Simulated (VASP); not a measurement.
Output of a VASP run:

OSZICAR:
```
       N       E                     dE             d eps       ncg     rms          rms(c)
DAV:   1     0.156448975973E+03    0.15645E+03   -0.98170E+03   560   0.150E+03
DAV:   2     0.484024499731E+01   -0.15161E+03   -0.14818E+03   578   0.356E+02
DAV:   3    -0.888314224606E+01   -0.13723E+02   -0.13384E+02   752   0.109E+02
DAV:   4    -0.923190906852E+01   -0.34877E+00   -0.34854E+00   596   0.203E+01
DAV:   5    -0.924603563192E+01   -0.14127E-01   -0.14126E-01   830   0.409E+00    0.463E+00
DAV:   6    -0.875630328524E+01    0.48973E+00   -0.15033E+00   828   0.967E+00    0.327E+00
DAV:   7    -0.875726887827E+01   -0.96559E-03   -0.15188E-01   596   0.226E+00    0.187E+00
DAV:   8    -0.876088740309E+01   -0.36185E-02   -0.16207E-02   596   0.161E+00    0.260E-01
DAV:   9    -0.876048826266E+01    0.39914E-03   -0.33728E-03   854   0.597E-01    0.833E-02
DAV:  10    -0.876066584356E+01   -0.17758E-03   -0.35620E-04   596   0.126E-01    0.461E-02
DAV:  11    -0.876067461273E+01   -0.87692E-05   -0.63897E-05   708   0.969E-02    0.132E-02
DAV:  12    -0.876067557079E+01   -0.95806E-06   -0.42251E-06   704   0.238E-02
   1 F= -.91739631E+01 E0= -.91739631E+01  d E =-.917396E+01
       N       E                     dE             d eps       ncg     rms          rms(c)
DAV:   1    -0.882343824247E+01   -0.62764E-01   -0.17881E+00   692   0.252E+01    0.136E+00
DAV:   2    -0.877609603389E+01    0.47342E-01   -0.99708E-02   698   0.571E+00    0.482E-01
DAV:   3    -0.876827271089E+01    0.78233E-02   -0.33443E-02   692   0.328E+00    0.117E-01
DAV:   4    -0.876830638236E+01   -0.33671E-04   -0.76137E-04   592   0.264E-01    0.628E-02
DAV:   5    -0.876830585727E+01    0.52509E-06   -0.10628E-04   734   0.127E-01    0.223E-02
DAV:   6    -0.876830290560E+01    0.29517E-05   -0.11923E-05   724   0.511E-02    0.423E-03
DAV:   7    -0.876830431281E+01   -0.14072E-05   -0.15043E-06   484   0.177E-02    0.156E-03
DAV:   8    -0.876830495950E+01   -0.64669E-06   -0.17126E-07   322   0.640E-03
   2 F= -.91755294E+01 E0= -.91755294E+01  d E =-.156630E-02
       N       E                     dE             d eps       ncg     rms          rms(c)
DAV:   1    -0.876952981126E+01   -0.12255E-02   -0.73769E-02   692   0.500E+00    0.280E-01
DAV:   2    -0.876751623554E+01    0.20136E-02   -0.42236E-03   692   0.119E+00    0.981E-02
DAV:   3    -0.876719650449E+01    0.31973E-03   -0.13834E-03   692   0.668E-01    0.256E-02
DAV:   4    -0.876720357953E+01   -0.70750E-05   -0.32143E-05   586   0.534E-02    0.133E-02
DAV:   5    -0.876720738023E+01   -0.38007E-05   -0.49922E-06   690   0.298E-02    0.477E-03
DAV:   6    -0.876720805708E+01   -0.67684E-06   -0.61408E-07   304   0.125E-02
   3 F= -.91756451E+01 E0= -.91756451E+01  d E =-.168193E-02
```

**OUTCAR**
```
------------------------ aborting loop because EDIFF is reached ----------------------------------------
 Edisp (eV)   -0.40844
  FORCE on cell =-STRESS in cart. coord.  units (eV):
  Direction    XX          YY          ZZ          XY          YZ          ZX
  --------------------------------------------------------------------------------------
  Total      -0.00247    -0.00247    -0.00247     0.00000     0.00000     0.00000
  in kB      -0.07438    -0.07438    -0.07438     0.00000     0.00000     0.00000
  external pressure =       -0.07 kB  Pullay stress =        0.00 kB
  volume of cell :       53.13
      direct lattice vectors                 reciprocal lattice vectors
     0.000000000  2.983720279  2.983720279    -0.167576030  0.167576030  0.167576030
     2.983720279  0.000000000  2.983720279     0.167576030 -0.167576030  0.167576030
     2.983720279  2.983720279  0.000000000     0.167576030  0.167576030 -0.167576030
  FREE ENERGIE OF THE ION-ELECTRON SYSTEM (eV)
  ---------------------------------------------------
  free  energy   TOTEN  =        -9.1756450686 eV

  energy  without entropy=       -9.1756450686  energy(sigma->0) =       -9.17564507

 reached required accuracy - stopping structural energy minimisation
```
(Selected blocks of OUTCAR.)

**POSCAR**
```
PbS
1
    0.0000000000     2.9700000000     2.9700000000
    2.9700000000     0.0000000000     2.9700000000
    2.9700000000     2.9700000000     0.0000000000
Pb S
1 1
Direct
  0.0000000000   0.0000000000   0.0000000000
  0.5000000000   0.5000000000   0.5000000000
```

### Question
Write an INCAR and KPOINTS that could have produced this output.

### Answer
Several could match; the one computed here: the input of the run itself, PBE GGA with D3 dispersion (zero damping), plane waves, VASP's PBE PAW potentials (set 64).

INCAR:
```
! general
SYSTEM  = PbS
PREC    = Accurate
ENCUT   = 520
LREAL   = .FALSE.
LASPH   = .TRUE.

! electronic loop
EDIFF   = 1E-6
NELM    = 100
ALGO    = Normal
LMAXMIX = 4

! smearing
ISMEAR  = 0
SIGMA   = 0.05

! functional
GGA     = PE
IVDW    = 11

! ions
IBRION  = 2
NSW     = 60
ISIF    = 3
EDIFFG  = -0.01

! output
LWAVE   = .FALSE.
LCHARG  = .FALSE.
```

File KPOINTS:
```
Regular mesh
0
G
 7 7 7
```

POTCAR, in this order: Pb_d S (PBE.64 set). Program: vasp_std.

The compound is PbS in the rock salt structure. This run relaxes it. Symmetry was kept, so distortions that lower it aren't found.
